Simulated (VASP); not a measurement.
# Ge: single point with PBEsol

Crystal: Ge.

```
Ge
1.0
     5.67600    0.00000    0.00000
     0.00000    5.67600    0.00000
     0.00000    0.00000   11.35200
Ge
16
Direct
  0.00000 0.00000 0.00000
  0.00000 0.50000 0.25000
  0.50000 0.00000 0.25000
  0.50000 0.50000 0.00000
  0.25000 0.25000 0.12500
  0.25000 0.75000 0.37500
  0.75000 0.25000 0.37500
  0.75000 0.75000 0.12500
  0.00000 0.00000 0.50000
  0.00000 0.50000 0.75000
  0.50000 0.00000 0.75000
  0.50000 0.50000 0.50000
  0.25000 0.25000 0.62500
  0.25000 0.75000 0.87500
  0.75000 0.25000 0.87500
  0.75000 0.75000 0.62500
```

| Property | Result |
| --- | --- |
| Program | VASP 6.6.1 |
| Task | single point |
| Functional | PBEsol |
| Potentials or basis | VASP PAW PBE potentials, release 64 (Ge_d) |
| Cutoff | 400 eV |
| k mesh | 6 × 6 × 3 |
| Occupations | gaussian, width 0.02 eV |
| Spin | no spin polarisation |
| Further INCAR settings | ALGO = Normal; EDIFF = 1e-06 |

```
Pressure               : -0.4 GPa
Band gap on the k mesh : none (metal or under the smearing width)
```

Levels at points of the mesh, in eV from the Fermi level:
```tsv
k point	band 109	band 110	band 111	band 112	band 113	band 114	band 115	band 116
(0.00, 0.00, 0.00)	-2.03	-0.10	-0.01	-0.01	-0.01	0.67	0.67	0.67
(0.50, 0.00, 0.00)	-1.50	-1.50	-1.50	-1.50	0.95	0.95	1.89	1.89
(0.50, 0.50, 0.00)	-1.40	-1.40	-1.40	-1.40	0.09	0.09	0.09	0.09
```

Run time: 7.1 min on 1 thread of Intel(R) Xeon(R) 6975P-C (Granite Rapids), on a shared host, peak memory 0.6 GiB.

The gap isn't set beside the measured one, since this odd mesh misses points on the zone boundary.

Caveat: the PAW data sets were made with another functional, which shifts forces and pressure a little; this crystal is a semiconductor, whose small gap the functional closes, so the metal is an error of the method.
